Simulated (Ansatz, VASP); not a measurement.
## Cross-check of P (zigzag P chain) between VASP and Ansatz

Aim: how closely do two programs agree when they are given the same cell, functional and k mesh? Of the first pair: The structure shown is the start of the Ansatz relaxation below; VASP solves that cell, so the two are compared at the walk's first step.

Main program and level: Ansatz 0.2.0; plane waves, with VASP 6.6.1 beside it; single point at PBE.

In doubt: warnings of the run leave room for a lower electronic state (step 2), so energies may not be the lowest and differences between runs may mislead.

## 1. The starting structure

The cell holds 2 atoms: 2 P. Cell: a = 9.000 Å, b = 7.500 Å, c = 3.590 Å, α = 90.0°, β = 90.0°, γ = 90.0°. Vacuum lies along a and b. The structure's axis is c.

## 2. Ansatz: relaxation, PBE

Ansatz runs on its default PAW (the set named soft_2) files.

The two programs are compared at the cell with which this relaxation starts, whose forces are those of its first step.

input.yaml

```yaml
crystal:
  lattice:
    - [9.0, 0.0, 0.0]
    - [0.0, 7.5, 0.0]
    - [0.0, 0.0, 3.5900649126]
  atoms:
    - { symbol: P, position: [0.446975795, 0.5, 0.0], spin: 0.3 }
    - { symbol: P, position: [0.553024205, 0.5, 0.5], spin: 0.3 }
magnetization:
  spin_polarized: true
kpoints:
  mp_grid: { grid: [1, 1, 23] }
scf:
  occupations: { method: fermi_dirac, width: 0.05 }
hamiltonian:
  xc: pbe
relax:
  cell: { fix: [a, b, alpha, beta, gamma] }
  max_steps: 60
```

Command:

```console
ansatz run input.yaml --threads 4 --pin off --max-ram 8192MiB --backend cpu --events-out ev --progress --plain --runs-dir out
```

Numbers of over 12 decimals in the logs are rounded to 6 here.

What it wrote:

```text
Engine: ansatz 0.2.0, aarch64-unknown-linux-gnu
Pseudopotentials: kind: paw
Pseudopotential: P, paw, valence charge 5, recommended cutoff 420 eV (normal), P.paw.azcp
Functional definition: PBE
  parameter kappa = 0.804
  parameter beta = 0.066725
  exchange = pbe_x(kappa = kappa, mu = beta*pi^2/3)
  correlation = pbe_c(beta = beta)
Crystal: 2 atoms, lattice volume = 242.329 Å³
Basis set: ecut = 420 eV, 4693 PW (Γ), exchange–correlation on 128×108×48 points (8 copies of the dense FFT grid, shifted against one another)
Bands: 10, of which v1, the nominal top of the filled ones, is band 5 counted from 1 (4 counted from 0)
Symmetry: 8 space group operations
Space group: Pmma (ITA 51), of the structure as read, at distance tolerance 6.2e-5 Å
Magnetic group: BNS 51.289 (UNI 387), of the structure as read, at distance tolerance 6.2e-5 Å
k-points: 12 of 23
Non-local potential: P, projectors of the file, l = 0: 2, l = 1: 2, l = 2: 2
PAW form: soft (Blöchl's): semilocal exchange-correlation on the pseudo side does not see the compensation charge
PAW one-centre angular grid: P, 110 points (default); XC on 64 Gauss nodes
Initial density: superposition of atomic densities (neutral atoms: chi_scale 0, normalization atom)
Starting moments: Σ|m| = 0.6 μB on 2 of 2 sites
Initial wavefunctions: pseudopotential atomic-orbital guess
Functional: x = pbe(κ = 0.804, μ = 0.219515), c = pbe(β = 0.066725)
SCF iter   1: F=—  HF=-1509.580151 eV  |F-HF|=—  |Δ(HF+E_count)|=         —  Δρ=8.14e-3 (↑5.87e-3 ↓8.14e-3)  dr2=5.59e-1  dr2_m=1.25e-2  M=0.243 μB ∫|m|=0.243 μB  β_m=0.30  ethr=3.10e-3  ⟨swp⟩=8.1  Hψ=2227  notcnv=0
preconditioner: auto → none  [insulator: Δε(μ)=0.149 eV  Ē_g=8.107 eV  σ=0.050 eV  W_gap=0.53  n_scr=10 (ndim 8)  ℏωp=6.6 eV  f_vac=0.621  D(μ)=1.60/eV (n_scr^D=8)  ε∞_Penn≈1.7]
SCF iter   2: F=—  HF=-1509.434047 eV  |F-HF|=—  |Δ(HF+E_count)|=   1.46e-1  Δρ=5.35e-3 (↑4.19e-3 ↓5.35e-3)  dr2=1.59e-1  dr2_m=8.53e-3  M=0.204 μB ∫|m|=0.204 μB  β_m=0.30  ethr=3.10e-3  ⟨swp⟩=3.0  Hψ=576  notcnv=0  defer=3
SCF iter   3: F=—  HF=-1509.392941 eV  |F-HF|=—  |Δ(HF+E_count)|=   4.11e-2  Δρ=2.26e-3 (↑2.20e-3 ↓2.26e-3)  dr2=1.72e-2  dr2_m=4.48e-3  M=0.199 μB ∫|m|=0.199 μB  β_m=0.30  ethr=1.59e-3  ⟨swp⟩=3.3  Hψ=474  notcnv=0  defer=4
SCF iter   4: F=—  HF=-1509.392960 eV  |F-HF|=—  |Δ(HF+E_count)|=   1.94e-5  Δρ=1.31e-3 (↑1.31e-3 ↓1.29e-3)  dr2=1.44e-3  dr2_m=3.23e-3  M=0.163 μB ∫|m|=0.163 μB  β_m=0.30  ethr=1.72e-4  ⟨swp⟩=2.6  Hψ=389  notcnv=0  defer=4
SCF iter   5: F=—  HF=-1509.395054 eV  |F-HF|=—  |Δ(HF+E_count)|=   2.09e-3  Δρ=1.04e-3 (↑1.04e-3 ↓8.88e-4)  dr2=3.19e-4  dr2_m=2.01e-3  M=0.145 μB ∫|m|=0.145 μB  β_m=0.30  ethr=1.44e-5  ⟨swp⟩=2.4  Hψ=392  notcnv=0  defer=4
SCF iter   6: F=—  HF=-1509.396303 eV  |F-HF|=—  |Δ(HF+E_count)|=   1.25e-3  Δρ=7.81e-4 (↑7.66e-4 ↓7.81e-4)  dr2=1.55e-5  dr2_m=1.32e-3  M=0.128 μB ∫|m|=0.128 μB  β_m=0.30  ethr=3.19e-6  ⟨swp⟩=2.6  Hψ=377  notcnv=0  defer=4
SCF iter   7: F=—  HF=-1509.397209 eV  |F-HF|=—  |Δ(HF+E_count)|=   9.06e-4  Δρ=6.38e-4 (↑6.38e-4 ↓6.19e-4)  dr2=4.61e-6  dr2_m=8.77e-4  M=0.114 μB ∫|m|=0.114 μB  β_m=0.30  ethr=1.55e-7  ⟨swp⟩=2.7  Hψ=414  notcnv=0  defer=4
SCF iter   8: F=—  HF=-1509.397826 eV  |F-HF|=—  |Δ(HF+E_count)|=   6.17e-4  Δρ=5.22e-4 (↑5.19e-4 ↓5.22e-4)  dr2=1.19e-6  dr2_m=6.02e-4  M=0.101 μB ∫|m|=0.102 μB  β_m=0.30  ethr=4.61e-8  ⟨swp⟩=2.2  Hψ=379  notcnv=0  defer=4
Mixer restart at iter 8: flushing history
spin-set hold released at iteration 8 (site moments contracting): the magnetisation degrees of freedom join the quasi-Newton model from the next iteration; the mixer history was flushed
SCF iter   9: F=—  HF=-1509.398260 eV  |F-HF|=—  |Δ(HF+E_count)|=   4.33e-4  Δρ=4.37e-4 (↑4.34e-4 ↓4.37e-4)  dr2=2.11e-6  dr2_m=4.20e-4  M=0.090 μB ∫|m|=0.091 μB  β_m=0.44  ethr=1.19e-8  ⟨swp⟩=3.5  Hψ=442  notcnv=0  defer=4
SCF iter  10: F=—  HF=-1509.399228 eV  |F-HF|=—  |Δ(HF+E_count)|=   9.68e-4  Δρ=1.86e-4 (↑1.85e-4 ↓1.86e-4)  dr2=1.74e-6  dr2_m=7.60e-5  M=0.050 μB ∫|m|=0.050 μB  β_m=0.78  ethr=1.19e-8  ⟨swp⟩=4.0  Hψ=550  notcnv=0  defer=4
SCF iter  11: F=—  HF=-1509.399528 eV  |F-HF|=—  |Δ(HF+E_count)|=   3.00e-4  Δρ=7.40e-5 (↑7.40e-5 ↓5.53e-5)  dr2=5.94e-6  dr2_m=8.77e-6  M=0.018 μB ∫|m|=0.018 μB  β_m=0.82  ethr=1.19e-8  ⟨swp⟩=4.2  Hψ=568  notcnv=0  defer=4
SCF iter  12: F=—  HF=-1509.399573 eV  |F-HF|=—  |Δ(HF+E_count)|=   4.42e-5  Δρ=3.44e-5 (↑1.96e-5 ↓3.44e-5)  dr2=1.62e-6  dr2_m=1.54e-6  M=0.006 μB ∫|m|=0.006 μB  β_m=0.84  ethr=1.19e-8  ⟨swp⟩=4.0  Hψ=541  notcnv=0  defer=4
SCF iter  13: F=—  HF=-1509.399580 eV  |F-HF|=—  |Δ(HF+E_count)|=   7.60e-6  Δρ=1.38e-5 (↑1.38e-5 ↓1.04e-5)  dr2=5.63e-8  dr2_m=3.23e-7  M=0.000 μB ∫|m|=0.002 μB  β_m=0.92  ethr=1.00e-9  ⟨swp⟩=4.1  Hψ=1109  notcnv=0
[...]
SCF iter   5: F=—  HF=-1510.528810 eV  |F-HF|=—  |Δ(HF+E_count)|=   4.23e-6  Δρ=2.51e-6 (↑1.95e-6 ↓2.51e-6)  dr2=2.12e-8  dr2_m=4.70e-9  M=0.000 μB ∫|m|=0.000 μB  β_m=0.76  ethr=4.16e-9  ⟨swp⟩=2.0  Hψ=356  notcnv=0
SCF iter   6: F=—  HF=-1510.528810 eV  |F-HF|=—  |Δ(HF+E_count)|=   1.03e-8  Δρ=3.65e-7 (↑3.65e-7 ↓3.43e-7)  dr2=4.09e-10  dr2_m=2.02e-10  M=0.000 μB ∫|m|=0.000 μB  β_m=0.86  ethr=2.12e-10  ⟨swp⟩=2.7  Hψ=405  notcnv=0
iter 7 did not close the SCF: its close was put off for a magnetic moment that had not settled (scf_convergence_deferred on its scf_iter line)
SCF iter   7: F=-1510.528810 eV  HF=-1510.528810 eV  |F-HF|=1.84e-11  |Δ(HF+E_count)|=  2.32e-10  Δρ=8.74e-8 (↑7.45e-8 ↓8.74e-8)  dr2=9.35e-12  dr2_m=1.16e-11  M=0.000 μB ∫|m|=0.000 μB  β_m=0.93  ethr=1.00e-12  ⟨swp⟩=8.0  Hψ=1103  notcnv=0
SCF iter   8: F=-1510.528810 eV  HF=-1510.528810 eV  |F-HF|=0.00e0  |Δ(HF+E_count)|=  3.12e-11  Δρ=1.41e-8 (↑1.31e-8 ↓1.41e-8)  dr2=3.55e-14  dr2_m=3.50e-13  M=0.000 μB ∫|m|=0.000 μB  ethr=1.00e-12  ⟨swp⟩=4.5  Hψ=1056  notcnv=0
the starting moments were not kept: the SCF closed with an absolute magnetisation of 6.3e-7 μB, where they sum to 0.6 μB in size (2 sites). That is at most 0.1 of that sum. Measured as dr2_m measures the in/out step, that magnetisation stands 5.7e-14 eV from none, at or under the dr2_threshold of 2.0e-11 eV: it is no larger than a step whose dr2_m would equal this threshold.
SCF 6 converged in 8 iterations: F = -1510.528810 eV  dr2 = 3.55e-14
  greatest PAW one-centre occupation: 0.823 electrons in one spin orbital (limit 2), on the P atom at site 1 (counted from 0), in its partial waves of l = 0
relax step   6: F+E_penalty+E_count = -1510.52881038 eV  Δ(F+E_penalty+E_count) = -7.519e-3 eV  max|allowed force component| = 9.151e-2 eV/Å  Δτ_max = 0.0106 Å  P = +0.060 GPa  Ω = 212.174 Å³  energy of the carried Pulay correction = +6.917e-4 eV  fix = [a, b, alpha, beta, gamma]  reactions: a +0.040, b +0.069 GPa  (8 SCF iters, accepted)
[...]
relax step   7: F+E_penalty+E_count = -1510.52902819 eV  Δ(F+E_penalty+E_count) = -2.178e-4 eV  max|allowed force component| = 1.986e-3 eV/Å  Δτ_max = 0.0022 Å  P = +0.003 GPa  Ω = 212.291 Å³  energy of the carried Pulay correction = +6.888e-4 eV  fix = [a, b, alpha, beta, gamma]  reactions: a -0.061, b +0.069 GPa  (6 SCF iters, accepted)
[...]
relax step   8: F+E_penalty+E_count = -1510.52877437 eV  Δ(F+E_penalty+E_count) = +2.538e-4 eV  max|allowed force component| = 1.863e-3 eV/Å  Δτ_max = 0.0000 Å  P = +0.000 GPa  Ω = 212.291 Å³  fix = [a, b, alpha, beta, gamma]  reactions: a -0.063, b +0.067 GPa  stress off target by 2.78e-3 GPa on what of the cell is left free  SCF on the basis re-selected at this cell (its energy is not comparable with the rows above)  (5 SCF iters)
basis re-selected at this cell: Δ(F+E_penalty+E_count) = +2.538e-4 eV, ΔP = -0.002 GPa vs the last step (what re-selecting the basis moved, of the pressure what is left beyond the Pulay correction that the steps carried, after the strain that the cell walked since its last selection, with what the two solves' SCF thresholds leave and, on support functions, any second-order correction that the steps lacked; it is no m [...]
SCF converged after 5 iterations
Magnetization: -0.0000 μB (5.0000 up, 5.0000 down)
Absolute magnetization: 0.0000 μB (∫|ρ↑−ρ↓|, with the PAW one-centre terms)
Spin contamination: 0.0000 ħ² per cell (⟨S²⟩ above its minimum at these occupations)
Per-site moments (μB) at R_I (Å): [(1.1887975238712216e-9, 0.876592), (1.1887975231739942e-9, 0.876592)]
Free energy (F): -1510.528774 eV
Harris-Foulkes:  -1510.528774 eV  (|F-HF|=9.09e-13)
Internal energy: -1510.527758 eV  (E = F + TS)
E sigma→0 (E₀):  -1510.528266 eV
Entropy (-TS):   -0.001016 eV (-0.508 meV/atom)
Fermi energy:    -3.424190 eV
--- Per-component energies (eV) ---
  E_band       = -84.198450
  E_kinetic    = 136.758622
  E_local      = -734.792982  (includes V_loc(G=0)·N_el)
  E_nonlocal   = 68.360390
  E_hartree    = 289.114458
  E_xc         = -120.177442
  E_vxc        = -117.600194  (∫ρ·V_xc dr)
  E_paw        = -1138.762572  (= ΣΔE_a)
  E_vpaw       = -15.153177  (= ΣTr[D̂ρ^β])
  E_aug_tail   = 0.000007  (compensation charges beyond the density's cutoff)
  E_ewald      = -11.028239
  E_smearing   = -0.001016  (= −TS)
  E_closure    = -0.000000  (closes the sum)
  Σ components = -1510.528774   (vs F -1510.528774, Δ=0.00e0)
--- Forces (eV/Å), atoms counted from 1 ---
  atom   1  P      0.00186344    -0.00000000    -0.00000000
  atom   2  P     -0.00186344     0.00000000     0.00000000
  max |Σ_I F_I| component: 2.17e-19 eV/Å
--- Stress (GPa, compression-positive) ---
       -0.062719      -0.000000       0.000000
       -0.000000       0.066958      -0.000000
        0.000000      -0.000000      -0.002784
  P = ⅓ Tr σ = 0.0005 GPa (0.005 kbar)
--- Relaxed structure (7 steps of the walk, 7 accepted, 1 SCFs on fresh bases) ---
  F+E_penalty+E_count = -1510.52877437 eV   max|allowed force component| = 1.863e-3 eV/Å   (the final SCF, on the basis selected at the relaxed cell)
  cell:  # Å, volume = 212.2911 Å³
    - [9.0, 0.0, 0.0]
    - [0.0, 7.5, 0.0]
    - [0.0, 0.0, 3.145053]
  atoms:
    - { symbol: P, position: [0.420591, 0.500000, 0.0] }
    - { symbol: P, position: [0.579409, 0.500000, 0.500000] }
```

## 3. VASP: single point, PBE, start cell, pair 1

The same cell, functional, mesh and smearing now go to VASP, with its own data sets.

Lines of VASP's logs that name or quote its potential files are left out, and so is its time.

INCAR

```
SYSTEM = P
PREC = Accurate
ENCUT = 400
EDIFF = 1E-06
NELM = 200
ISMEAR = -1
SIGMA = 0.05
LREAL = .FALSE.
ALGO = Normal
GGA = PE
NBANDS = 12
ISPIN = 2
MAGMOM = 0 0
LORBIT = 11
LWAVE = .FALSE.
LCHARG = .FALSE.
ISIF = 2
LASPH = .TRUE.
GGA_COMPAT = .FALSE.
```

POSCAR

```
P
1.0
    9.0000000000      0.0000000000      0.0000000000
    0.0000000000      7.5000000000      0.0000000000
    0.0000000000      0.0000000000      3.5900650000
P
2
Direct
    0.4469757778      0.5000000000      0.0000000000
    0.5530242222      0.5000000000      0.5000000000
```

KPOINTS

```
Automatic mesh
0
Gamma
1 1 23
0 0 0
```

The projector-augmented-wave data sets are P (PBE family, release 64).

Command:

```console
mpirun -np 1 vasp_std
```

What it wrote:

```text
[banner, memory and clock lines left out]
running    1 mpi-ranks, on    1 nodes
 distrk:  each k-point on    1 cores,    1 groups
 distr:  one band on    1 cores,    1 groups

 POSCAR found type information on POSCAR P
 POSCAR found :  1 types and       2 ions
 LDA part: xc-table for (Slater+PW92), standard interpolation
 POSCAR, INCAR and KPOINTS ok, starting setup
 FFT: planning ... GRIDC
 FFT: planning ... GRID_SOFT
 FFT: planning ... GRID
 WAVECAR not read
 entering main loop
       N       E                     dE             d eps       ncg     rms          rms(c)
DAV:   1     0.486904068807E+02    0.48690E+02   -0.27099E+03   576   0.447E+02
DAV:   2    -0.315145949793E+01   -0.51842E+02   -0.49319E+02   828   0.908E+01
DAV:   3    -0.891298013326E+01   -0.57615E+01   -0.56334E+01   800   0.354E+01
DAV:   4    -0.902894302681E+01   -0.11596E+00   -0.11576E+00   780   0.629E+00
DAV:   5    -0.903094831208E+01   -0.20053E-02   -0.20051E-02   884   0.742E-01    0.800E+00
DAV:   6    -0.886853272148E+01    0.16242E+00   -0.18093E-01   776   0.190E+00    0.445E+00
DAV:   7    -0.881093785136E+01    0.57595E-01   -0.20822E-01   808   0.202E+00    0.706E-01
DAV:   8    -0.880948823860E+01    0.14496E-02   -0.84486E-03   744   0.552E-01    0.192E-01
DAV:   9    -0.880915033450E+01    0.33790E-03   -0.10830E-03   636   0.177E-01    0.944E-02
DAV:  10    -0.880940617128E+01   -0.25584E-03   -0.25661E-04   592   0.946E-02    0.327E-02
DAV:  11    -0.880972359061E+01   -0.31742E-03   -0.10162E-04   592   0.536E-02    0.319E-02
DAV:  12    -0.881018283766E+01   -0.45925E-03   -0.15735E-04   608   0.573E-02    0.188E-02
DAV:  13    -0.881039451270E+01   -0.21168E-03   -0.18872E-05   720   0.217E-02    0.103E-02
DAV:  14    -0.881052725145E+01   -0.13274E-03   -0.55778E-06   684   0.119E-02    0.341E-03
DAV:  15    -0.881057384359E+01   -0.46592E-04   -0.24164E-06   676   0.747E-03    0.227E-03
DAV:  16    -0.881061273677E+01   -0.38893E-04   -0.41586E-06   668   0.767E-03    0.155E-03
DAV:  17    -0.881061701859E+01   -0.42818E-05   -0.69651E-07   712   0.306E-03    0.541E-04
DAV:  18    -0.881061726486E+01   -0.24627E-06   -0.14716E-07   664   0.155E-03
   1 F= -.88106173E+01 E0= -.88019187E+01  d E =-.173971E-01  mag=    -0.0000
```

From OUTCAR (step 3):

```text
ion  position               nearest neighbor table
   1  0.447  0.500  0.000-   2 2.03   2 2.03
   2  0.553  0.500  0.500-   1 2.03   1 2.03

  LATTYP: Found a simple orthorhombic cell.
 ALAT       =     3.5900650000
 B/A-ratio  =     2.0890986653
 C/A-ratio  =     2.5069183984

 Subroutine GETGRP returns: Found  8 space group operations
 (whereof  4 operations were pure point group operations)

The static configuration has the point symmetry C_2v.
 The point group associated with its full space group is D_2h.

 Found     12 irreducible k-points:

   k-points           NKPTS =     12   k-points in BZ     NKDIM =     12   number of bands    NBANDS=     12

   dimension x,y,z NGX =    60 NGY =   50 NGZ =   24
   dimension x,y,z NGXF=   120 NGYF=  100 NGZF=   48

   ENCUT  =  400.0 eV  29.40 Ry    5.42 a.u.  14.68 12.23  5.85*2*pi/ulx,y,z

   NELECT =      10.0000    total number of electrons

 k-points in reciprocal lattice and weights: Automatic mesh
   0.00000000  0.00000000  0.00000000       0.043
   0.00000000  0.00000000  0.04347826       0.087
   0.00000000  0.00000000  0.08695652       0.087
   0.00000000  0.00000000  0.13043478       0.087
   0.00000000  0.00000000  0.17391304       0.087
   0.00000000  0.00000000  0.21739130       0.087
   0.00000000  0.00000000  0.26086957       0.087
   0.00000000  0.00000000  0.30434783       0.087
   0.00000000  0.00000000  0.34782609       0.087
   0.00000000  0.00000000  0.39130435       0.087
   0.00000000  0.00000000  0.43478261       0.087
   0.00000000  0.00000000  0.47826087       0.087

 average (electrostatic) potential at core
       1 -92.1320       2 -92.1320

 E-fermi :  -3.2768

 spin component 1
 k-point     1 :       0.0000    0.0000    0.0000
  band No.  band energies     occupation
      1     -17.0874      1.00000
      2      -8.7398      1.00000
      3      -8.3633      1.00000
      4      -6.8044      1.00000
      5      -3.5502      0.99580
      6      -2.9493      0.00143
      7      -0.6025      0.00000
      8       0.7205      0.00000
      9       1.8108      0.00000
     10       2.2204      0.00000
    ...

 k-point     2 :       0.0000    0.0000    0.0435
  band No.  band energies     occupation
      1     -17.0675      1.00000
      2      -8.9488      1.00000
      3      -8.2561      1.00000
      4      -6.7854      1.00000
      5      -3.3983      0.91913
      6      -2.9673      0.00205
      7      -0.6328      0.00000
      8       0.7244      0.00000
      9       1.7475      0.00000
     10       2.2611      0.00000
    ...

 k-point     3 :       0.0000    0.0000    0.0870
  band No.  band energies     occupation
      1     -17.0078      1.00000
      2      -9.3711      1.00000
      3      -8.1059      1.00000
      4      -6.7283      1.00000
      5      -3.0242      0.00636
      6      -2.9764      0.00245
      7      -0.7288      0.00000
      8       0.7288      0.00000
      9       1.6222      0.00000
    ...

 k-point     4 :       0.0000    0.0000    0.1304
  band No.  band energies     occupation
      1     -16.9084      1.00000
      2      -9.8901      1.00000
      3      -7.9595      1.00000
      4      -6.6334      1.00000
      5      -3.1279      0.04845
      6      -2.3550      0.00000
      7      -0.9019      0.00000
      8       0.7153      0.00000
      9       1.5336      0.00000
    ...

 k-point     5 :       0.0000    0.0000    0.1739
  band No.  band energies     occupation
      1     -16.7695      1.00000
      2     -10.4592      1.00000
      3      -7.8020      1.00000
      4      -6.5007      1.00000
      5      -3.2876      0.55381
      6      -1.5976      0.00000
      7      -1.1607      0.00000
      8       0.6799      0.00000
      9       1.5432      0.00000
     10       2.6453      0.00000
    ...

 k-point     6 :       0.0000    0.0000    0.2174
  band No.  band energies     occupation
      1     -16.5912      1.00000
      2     -11.0480      1.00000
      3      -7.6227      1.00000
      4      -6.3306      1.00000
      5      -3.5085      0.99039
      6      -1.5013      0.00000
      7      -0.7484      0.00000
      8       0.6569      0.00000
      9       1.6527      0.00000
     10       2.7327      0.00000
    ...

  Total        2.2938448      0.1045024      2.0809510      0.0000000      0.0000000      0.0000000
  in kB       15.1659117      0.6909246     13.7583501      0.0000000      0.0000000      0.0000000
  external PRESSURE =       9.8717288 kB  Pullay stress =       0.0000000 kB

  energy-cutoff  :      400.00
  volume of cell :      242.33
      direct lattice vectors                 reciprocal lattice vectors
     9.000000000  0.000000000  0.000000000     0.111111111  0.000000000  0.000000000
     0.000000000  7.500000000  0.000000000     0.000000000  0.133333333  0.000000000
     0.000000000  0.000000000  3.590065000     0.000000000  0.000000000  0.278546489

 POSITION                                       TOTAL-FORCE (eV/Angst)
 -----------------------------------------------------------------------------------
      4.02278      3.75000      0.00000        -2.415404      0.000000      0.000000
      4.97722      3.75000      1.79503         2.415404      0.000000      0.000000
 -----------------------------------------------------------------------------------
    total drift:                                0.000000     -0.000000     -0.000000

  FREE ENERGIE OF THE ION-ELECTRON SYSTEM (eV)
  ---------------------------------------------------
  free  energy   TOTEN  =        -8.8106172649 eV

  energy  without entropy=       -8.7932201631  energy(sigma->0) =       -8.80191871

 total charge
# of ion       s       p       d       tot
------------------------------------------
    1        1.079   1.432   0.000   2.511
    2        1.079   1.432   0.000   2.511
--------------------------------------------------
tot          2.158   2.864   0.000   5.021

 magnetization (x)
# of ion       s       p       d       tot
------------------------------------------
    1        0.000   0.000   0.000   0.000
    2        0.000   0.000   0.000   0.000
--------------------------------------------------
tot          0.000   0.000   0.000   0.000

[... 6 further parts left out ...]
```

(Part 1 of 2 ends here.)

[Lines on the potential files, build, host, timing and source positions are cut from VASP's logs without a mark.]

[Logs are printed without paths, hosts, clocks, repeated set-up lines and the standing remarks that a program may print on its own settings, such as how far it seeks lower states.]

[Hosts, paths, dates, database ids (printed as entryN), source tags and the programs' standing remarks are cut or masked in the printed files.]
